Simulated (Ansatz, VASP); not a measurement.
**K3SBr: VASP beside Ansatz**

Contents of INCAR:

```
PREC = Accurate ; ENCUT = 520
EDIFF = 1E-6 ; ISMEAR = 0
SIGMA = 0.05 ; LREAL = F
LASPH = T ; NELM = 100
ALGO = Fast ; ISIF = 2
LWAVE = F ; LCHARG = F
GGA = PS ; NBANDS = 28
```

File KPOINTS:

```
regular mesh
0
Gamma
  4 4 4
```

Contents of POSCAR:

```
K3SBr
1.0
    6.4045852021      0.0000000000      0.0000000000
    0.0000000000      6.4045852021      0.0000000000
    0.0000000000      0.0000000000      6.4045852021
Br S K
1 1 3
Direct
    0.0000000000      0.0000000000      0.0000000000
    0.5000000000      0.5000000000      0.5000000000
    0.5000000000      0.5000000000      0.0000000000
    0.5000000000      0.0000000000      0.5000000000
    0.0000000000      0.5000000000      0.5000000000
```

Input for Ansatz:

```yaml
crystal:
  lattice:
    - [6.4045852021, 0.0, 0.0]
    - [0.0, 6.4045852021, 0.0]
    - [0.0, 0.0, 6.4045852021]
  atoms:
    - { symbol: Br, position: [0.0, 0.0, 0.0] }
    - { symbol: S, position: [0.5, 0.5, 0.5] }
    - { symbol: K, position: [0.5, 0.5, 0.0] }
    - { symbol: K, position: [0.5, 0.0, 0.5] }
    - { symbol: K, position: [0.0, 0.5, 0.5] }
basis:
  ecutwfc: 420
kpoints:
  mp_grid: { grid: [4, 4, 4] }
hamiltonian:
  xc: pbesol
scf:
  occupations: { method: gaussian, width: 0.05 }
output:
  forces: true
  stress: true
  eigenvalues: true
```

The cell comes from a database or a generator and needn't be the stable form of this composition.

Alike in both runs: task single point; functional PBEsol; k mesh 4 × 4 × 4; occupations gaussian, width 0.05 eV; no spin polarisation.

```csv
,VASP,Ansatz
version,VASP 6.6.1,Ansatz 0.2.0
potentials or method,"VASP PAW PBE potentials, release 64 (Br, S, K_sv)","scalar-relativistic, plane waves, PAW"
plane-wave cutoff (eV),520,420
valence electrons in the cell,40,40
```

Ansatz gave:

```
gap on the k mesh at the Fermi level (eV) : 1.66
least direct gap on the mesh (eV)         : 1.66
pressure (GPa)                            : -1.9
```

Which values does VASP return?

gap on the k mesh at the Fermi level (eV): 1.65; least direct gap on the mesh (eV): 1.65; pressure (GPa): -1.9.

The functional is the same, so the differences come from potentials, cutoffs and numerics.

Caveats: the PAW data sets were made with another functional, which shifts forces and pressure a little (VASP). A hybrid or GW would open this gap; PBEsol tends to underestimate it. A k mesh can miss the band edges.
